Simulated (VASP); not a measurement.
VASP input:

**KPOINTS**
```
Automatic mesh
0
Gamma
9 9 9
```

File POSCAR:
```
HgTe
1
   -0.0000000000     3.2577021707     3.2577021707
    3.2577021707     0.0000000000     3.2577021707
    3.2577021707     3.2577021707    -0.0000000000
Hg Te
1 1
Direct
  0.0000000000   0.0000000000   0.0000000000
  0.2500000000   0.2500000000   0.2500000000
```

INCAR:
```
SYSTEM=HgTe
PREC=Accurate; ENCUT=400; LREAL=.FALSE.
LASPH=.TRUE.
EDIFF=1E-6; NELM=100; ALGO=Normal
LMAXMIX=6
ISMEAR=1; SIGMA=0.1
GGA=PS
IBRION=2; NSW=60; ISIF=3
EDIFFG=-0.01
LWAVE=.FALSE.; LCHARG=.FALSE.
```

POTCAR, in this order: Hg Te (PBE.64 set). Program: vasp_std.

Problem. Write an equivalent input for Ansatz.

Solution. One equivalent input (not run):
Ansatz 0.2 input:
```yaml
crystal:
  lattice:
    - [0.0000000, 3.2577022, 3.2577022]
    - [3.2577022, 0.0000000, 3.2577022]
    - [3.2577022, 3.2577022, 0.0000000]
  atoms:
    - { symbol: Hg, position: [0.0000000, 0.0000000, 0.0000000] }
    - { symbol: Te, position: [0.2500000, 0.2500000, 0.2500000] }
kpoints:
  mp_grid: { grid: [9, 9, 9] }
hamiltonian:
  xc: pbesol
  pseudopotentials: { kind: paw }
scf:
  occupations: { method: methfessel_paxton, width: 0.1 }
  max_iter: 100
relax:
  max_steps: 60
  f_tol: 0.01
  cell: {}
output: { forces: true, stress: true, eigenvalues: true }
```
Limits of the translation: each code has its own PAW files, so the cut-off isn't converted (ENCUT is set for VASP's; basis.ecutwfc is left out, and Ansatz then takes the one that its files recommend); Ansatz stops its SCF on the density residual and VASP on the energy change (EDIFF).

The compound is HgTe in the zinc blende structure. It was relaxed first. The start is the result of an earlier pass.
